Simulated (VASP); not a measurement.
# CdTe (space group P3_121): computed properties

Calculation: r2SCAN meta-GGA, VASP's PBE PAW potentials (set 64) (plane waves; VASP 6.6.1).

```
Property                                                                                            Value
---------------------------------------------  ----------------------------------------------------------
space group                                                                                  P3_121 (152)
cell                                           a = b = 4.553 Å, c = 10.452 Å, α = β = 90.00°, γ = 120.00°
volume per atom                                                                             31.28 Å³/atom
band gap (over mesh and band path)                                                                0.60 eV
smallest direct gap (over mesh and band path)                                                     0.73 eV
band-edge character                                                                      indirect, A to Γ
density                                                                                        6.37 g/cm³
```

```xyz
6
Lattice="4.5535 0.0000 0.0000 -2.2767 3.9434 0.0000 0.0000 0.0000 10.4519" Properties=species:S:1:pos:R:3 pbc="T T T"
Cd    -1.1243     1.9474     6.9680
Cd     1.1524     1.9960     0.0000
Cd     2.2487     0.0000     3.4840
Te    -1.1318     1.9604     1.7420
Te     1.1449     1.9830     5.2260
Te     2.2637     0.0000     8.7099
```

Unless said otherwise, spin-orbit coupling is left out, though it shifts the bands of the heavy elements here.

The structure comes from a computed database's CdTe entry (P3_121); how it stands against other phases isn't given here. It was relaxed first. Symmetry was kept, so distortions that lower it aren't found.
